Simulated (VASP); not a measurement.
```xyz
4
Lattice="1.9039 -5.0312 0.0000 1.9039 5.0312 0.0000 0.0000 0.0000 3.7521" Properties=species:S:1:pos:R:3 pbc="T T T"
P      1.9039    -0.6440     0.9380
P      1.9039     0.6440     2.8141
Cu     1.9039    -3.5697     0.9380
Cu     1.9039     3.5697     2.8141
```

The numbers are results of PBE GGA, VASP's PBE PAW potentials (set 64) (plane waves; VASP), not measurements. Run with 400 eV cut-off, 10×10×8 Γ-centred mesh, Gaussian smearing of 0.050 eV, potentials P Cu.

**Question.** Give the force on each atom (eV/Å).

**Answer.** 
| atom | Fx | Fy | Fz |
|---|---|---|---|
| P1 | 0.000 | -1.137 | 0.000 |
| P2 | 0.000 | 1.137 | 0.000 |
| Cu3 | 0.000 | 0.109 | 0.000 |
| Cu4 | 0.000 | -0.109 | 0.000 |

**Question.** Give the stress tensor in GPa (positive for a compressed cell).

**Answer.** 
```
-10.34    0.00    0.00
  0.00   -9.93    0.00
  0.00    0.00   -8.07
```
The pressure is its mean diagonal, -9.45 GPa.

The structure was generated: CuP was put into the CrB type (Cmcm), which need not be its known phase. The cell was not relaxed at this level. The run is one of a series of settings (KPOINTS 10×10×8 Γ-centred mesh against the base run), some of them coarse on purpose.
